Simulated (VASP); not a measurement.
A VASP calculation is set up with these files.

INCAR:
```
! general
SYSTEM = C
PREC   = Accurate
ENCUT  = 400
LREAL  = .FALSE.
LASPH  = .TRUE.

! electronic loop
EDIFF  = 1E-6
NELM   = 100
ALGO   = Normal

! smearing
ISMEAR = 0
SIGMA  = 0.136

! functional
GGA    = PE

! ions
IBRION = 2
NSW    = 50
ISIF   = 3
EDIFFG = -0.01

! output
LWAVE  = .FALSE.
LCHARG = .FALSE.
```

KPOINTS:
```
Automatic mesh
0
Gamma
15 15 5
0 0 0
```

POSCAR:
```
C
1.0
  1.2300000000  -2.1304220000   0.0000000000
  1.2300000000   2.1304220000   0.0000000000
  0.0000000000   0.0000000000   6.7100000000
C
4
Direct
  0.0000000000   0.0000000000   0.2500000000
  0.0000000000   0.0000000000   0.7500000000
  0.3333330000   0.6666670000   0.2500000000
  0.6666670000   0.3333330000   0.7500000000
```

POTCAR, in this order: C (PBE.64 set). Program: vasp_std.

### Question
Write an equivalent input for Ansatz.

### Answer
One equivalent input (not run):
Ansatz 0.2 input:
```yaml
crystal:
  lattice:
    - [1.2300000, -2.1304220, 0.0000000]
    - [1.2300000, 2.1304220, 0.0000000]
    - [0.0000000, 0.0000000, 6.7100000]
  atoms:
    - { symbol: C, position: [0.0000000, 0.0000000, 0.2500000] }
    - { symbol: C, position: [0.0000000, 0.0000000, 0.7500000] }
    - { symbol: C, position: [0.3333330, 0.6666670, 0.2500000] }
    - { symbol: C, position: [0.6666670, 0.3333330, 0.7500000] }
kpoints:
  mp_grid: { grid: [15, 15, 5] }
hamiltonian:
  xc: pbe
  pseudopotentials: { kind: paw }
scf:
  occupations: { method: gaussian, width: 0.136 }
  max_iter: 100
relax:
  max_steps: 50
  f_tol: 0.01
  cell: {}
output: { forces: true, stress: true, eigenvalues: true }
```
The two are equivalent in intent, not identical: each code has its own PAW files, so the cut-off isn't converted (ENCUT is set for VASP's; basis.ecutwfc is left out, and Ansatz then takes the one that its files recommend); Ansatz stops its SCF on the density residual and VASP on the energy change (EDIFF).

The structure is a typed C crystal (P6_3/mmc). This run relaxes it. Symmetry was kept, so distortions that lower it aren't found. The run is one of a series of settings (EDIFFG = -0.01, IBRION = 2, ISIF = 3, NSW = 50 against the base run), some of them coarse on purpose.
